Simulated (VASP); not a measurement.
# NbTe under changes of volume

One of the cells (20.942 Å³/atom); the others are scaled copies at fixed shape and fractional positions:

```
Te Nb
1.0
     3.62959    0.00000    0.00000
    -1.81480    3.14332    0.00000
     0.00000    0.00000    3.67120
Te Nb
1 1
Direct
  0.66667 0.33333 0.00000
  0.00000 0.00000 0.50000
```

The cell comes from a database or a generator and needn't be the stable form of this composition.

- Program: VASP 6.6.1
- Functional: PBEsol
- Potentials or basis: VASP PAW PBE potentials, release 64 (Te, Nb_sv)
- Cutoff: 520 eV
- k mesh: 8 × 8 × 6
- Occupations: fermi-dirac, width 0.05 eV
- Spin: no spin polarisation

```csv
volume (Å³/atom),energy over the lowest point (meV/atom),pressure (GPa)
20.105,15.46,6.1
20.523,3.73,2.9
20.942,0.00,0.0
21.361,3.43,-2.6
21.780,?,?
```

Problem. What does the run at 21.780 Å³/atom give?

Solution. Energy over the lowest point 13.24 meV/atom; pressure -4.9 GPa.

Worked out: A Birch-Murnaghan fit of order 2 (a polynomial in V^(-2/3)) to the other rows has its minimum at 20.94 Å³/atom with B0 = V·E''(V) = 138 GPa at fixed shape and positions, which overstates the stiffness. It gives 13.42 meV/atom at 21.780 Å³/atom, against the run's 13.24, and -dE/dV = -5.0 GPa, against -4.9.

Energies are extrapolated to zero smearing.

Caveats: the PAW data sets were made with another functional, which shifts forces and pressure a little.
